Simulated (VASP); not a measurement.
Hf2Pd2Se2Br2O3:

```
CELL_PARAMETERS angstrom
5.76069 0.00496 -0.00286
-0.52750 5.84664 0.03413
-1.48435 -0.92642 6.64586
ATOMIC_POSITIONS crystal
Hf 0.74540 0.39602 0.34989
Hf 0.28763 0.45322 0.59401
Pd 0.90854 0.13294 0.84849
Pd 0.25249 0.90323 0.35874
Se 0.63469 0.40355 0.93716
Se 0.62597 0.78174 0.53023
Br 0.85273 0.99089 0.15355
Br 0.22526 0.82084 0.86223
O 0.96040 0.28925 0.59026
O 0.43233 0.24524 0.40864
O 0.07457 0.58308 0.36682
```

The cell was built by a generator and needn't be a form met in nature.

| Quantity | Value |
| --- | --- |
| Program | VASP 6.6.1 |
| Task | relaxation of cell and atoms |
| Functional | LDA |
| Potentials or basis | VASP PAW LDA potentials, release 64 (Hf_pv, Pd, Se, Br, O) |
| Cutoff | 600 eV |
| k mesh | 5 × 5 × 4 |
| Occupations | fermi-dirac, width 0.05 eV |
| Spin | no spin polarisation |

At the start: pressure -7.6 GPa; volume 20.36 Å³/atom.

Question: How do energy, volume and symmetry change on relaxing?

Answer: Over 32 steps the energy falls by 41.5 meV/atom and the volume is 18.63 Å³/atom (-8.5 %); space group P1 (No. 1, to 0.05 Å).

Step by step:
| step | energy change (eV) | largest force (eV/Å) | pressure (GPa) | volume (Å³) |
| --- | --- | --- | --- | --- |
| 1 | 0.0000 | 0.7070 | -7.62 | 224.01 |
| 2 | 0.2964 | 3.3699 | 12.25 | 194.06 |
| 3 | -0.3699 | 0.7731 | -0.60 | 210.40 |
| 4 | -0.3701 | 0.8073 | -0.44 | 210.13 |
| 5 | -0.4295 | 0.3474 | 0.18 | 206.28 |
| 6 | -0.4298 | 0.3121 | 0.12 | 206.54 |
| 7 | -0.4396 | 0.2151 | -0.13 | 206.30 |
| 8 | -0.4397 | 0.1750 | -0.10 | 206.32 |
| 9 | -0.4453 | 0.1116 | 0.02 | 205.93 |
| 10 | -0.4479 | 0.1253 | 0.18 | 205.43 |
| 11 | -0.4503 | 0.1322 | -0.34 | 205.78 |
| 12 | -0.4504 | 0.1031 | -0.24 | 205.71 |
| 13 | -0.4526 | 0.1153 | 0.05 | 205.09 |
| 14 | -0.4526 | 0.1188 | 0.06 | 205.06 |
| 15 | -0.4539 | 0.0509 | 0.07 | 204.98 |
| 16 | -0.4542 | 0.0851 | 0.06 | 204.92 |
| 17 | -0.4551 | 0.0584 | -0.11 | 205.11 |
| 18 | -0.4552 | 0.0678 | -0.13 | 205.14 |
| 19 | -0.4554 | 0.0599 | 0.20 | 204.67 |
| 20 | -0.4555 | 0.0484 | 0.06 | 204.86 |
| 21 | -0.4559 | 0.0313 | 0.03 | 204.86 |
| 22 | -0.4559 | 0.0450 | 0.02 | 204.86 |
| 23 | -0.4561 | 0.0282 | 0.00 | 204.93 |
| 24 | -0.4561 | 0.0308 | 0.00 | 204.94 |
| 25 | -0.4562 | 0.0187 | 0.01 | 204.96 |
| 26 | -0.4562 | 0.0166 | 0.00 | 204.95 |
| 27 | -0.4563 | 0.0129 | 0.01 | 204.97 |
| 28 | -0.4563 | 0.0154 | 0.00 | 204.99 |
| 29 | -0.4564 | 0.0122 | -0.03 | 205.02 |
| 30 | -0.4564 | 0.0161 | -0.04 | 205.03 |
| 31 | -0.4564 | 0.0107 | 0.03 | 204.92 |
| 32 | -0.4564 | 0.0096 | 0.04 | 204.94 |

Final structure:
```xyz
11
Lattice="5.6435 0.0064 -0.0017 -0.5153 5.6536 -0.0059 -1.4531 -0.9405 6.4239" Properties=species:S:1:pos:R:3 pbc="T T T"
Hf    3.4944    1.9295    2.2273
Hf    0.5252    1.9840    3.8298
Pd    3.8445   -0.0871    5.4248
Pd    0.4163    4.7903    2.3050
Se    2.0396    1.4115    5.9934
Se    2.3539    3.9695    3.4237
Br    4.0562    5.4183    0.9719
Br   -0.3748    3.8481    5.5954
O     4.3995    1.0743    3.7930
O     1.7164    1.0063    2.5696
O    -0.4203    2.9721    2.3643
```
